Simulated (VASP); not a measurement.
A cell of GaAs (zinc blende) near equilibrium:

```xyz
2
Lattice="0.0000 2.8321 2.8321 2.8321 0.0000 2.8321 2.8321 2.8321 0.0000" Properties=species:S:1:pos:R:3 pbc="T T T"
Ga     5.6643     5.6643     5.6643
As     1.4161     1.4161     1.4161
```

The numbers are results of r2SCAN meta-GGA, VASP's PBE PAW potentials (set 64) (plane waves; VASP 6.6.1), not measurements.

```
run               ΔE (meV/atom)   σxx   σyy   σzz  largest shear component, with its sign (GPa)  gap (eV)
----------------  -------------  ----  ----  ----  --------------------------------------------  --------
as it is                    0.0  0.17  0.17  0.17                                          0.00      0.95
after one change            1.6  0.20  0.20  0.16                                          1.22      0.86
```
Stress is in GPa, positive when the cell is compressed; gaps are those on the k-mesh, and 0.00 means metallic.

Problem. Name the change that produced these shifts.
A. biaxial strain of +2.0 % in the xz plane
B. uniaxial strain of +3.0 % along z
C. isotropic strain of -4.0 %
D. shear strain γ_xy = -2.0 % with the ions relaxed

Solution. D, shear strain γ_xy = -2.0 % with the ions relaxed

The compound is GaAs in the zinc blende structure.
